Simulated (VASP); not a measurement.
An input for Quantum ESPRESSO's pw.x (written as the equivalent of a VASP run, and not itself run):

```
&CONTROL
  calculation = 'scf'
  pseudo_dir = './pseudo'
  outdir = './out'
  tprnfor = .true.
  tstress = .true.
/
&SYSTEM
  ibrav = 0
  nat = 4
  ntyp = 2
  ecutwfc = 84
  occupations = 'smearing'
  smearing = 'methfessel-paxton'
  degauss = 0.00735
  input_dft = 'pbe'
/
&ELECTRONS
  conv_thr = 7.3e-08
  electron_maxstep = 100
/
ATOMIC_SPECIES
  Ti 47.867 Ti.upf
  Pt 195.084 Pt.upf
CELL_PARAMETERS angstrom
     4.0327610    0.0000000    0.0000000
     0.0000000    3.8201800    0.0000000
     0.0000000    0.0000000    3.9250140
ATOMIC_POSITIONS crystal
  Ti   0.0000000  0.0000000  0.0000000
  Pt   0.0000000  0.5000000  0.5000000
  Pt   0.5000000  0.0000000  0.5000000
  Pt   0.5053360  0.5000000  0.0000000
K_POINTS automatic
  7 7 7 0 0 0
HUBBARD {ortho-atomic}
U Ti-3d 2
```

Write the VASP files for the same calculation (PBE+U).

Several could match; the one computed here: 
### INCAR
```
SYSTEM = Pt3Ti
PREC = Accurate
ENCUT = 400
EDIFF = 1E-6
NELM = 100
ALGO = Normal
LREAL = .FALSE.
LASPH = .TRUE.
ISMEAR = 1
SIGMA = 0.1
GGA = PE
LMAXMIX = 6
LWAVE = .FALSE.
LCHARG = .FALSE.
ISIF = 2
LDAU = .TRUE.
LDAUTYPE = 2
LDAUL = 2 -1
LDAUU = 2.0 0
LDAUJ = 0 0
LDAUPRINT = 1
LORBIT = 10
```

KPOINTS:
```
K-points
0
G
 7 7 7
0 0 0
```

POSCAR:
```
Pt3Ti
1.0
  4.0327610000   0.0000000000   0.0000000000
  0.0000000000   3.8201800000   0.0000000000
  0.0000000000   0.0000000000   3.9250140000
Ti Pt
1 3
Cartesian
  0.0000000000   0.0000000000   0.0000000000
  0.0000000000   1.9100900000   1.9625070000
  2.0163805000   0.0000000000   1.9625070000
  2.0378993127   1.9100900000   0.0000000000
```

POTCAR, in this order: Ti_sv Pt (PBE.64 set). Program: vasp_std.

The two are equivalent in intent, not identical: the potentials are each code's own (VASP's PAW set, PseudoDojo norm-conserving files in pw.x), so ENCUT and ecutwfc are chosen apart and not converted; conv_thr bounds pw.x's estimated SCF error, while EDIFF bounds the energy change between steps; the +U projectors differ (PAW spheres against orthogonalised atomic orbitals), so the same U acts differently.

The compound is Pt3Ti in the L1_2 structure. The cell was not relaxed at this level, atoms are displaced from their ideal sites. The run is one of a series of settings (LDAU = .TRUE., LDAUJ = 0 0, LDAUL = 2 -1, LDAUTYPE = 2, LDAUU = 2.0 0 against the base run), some of them coarse on purpose.
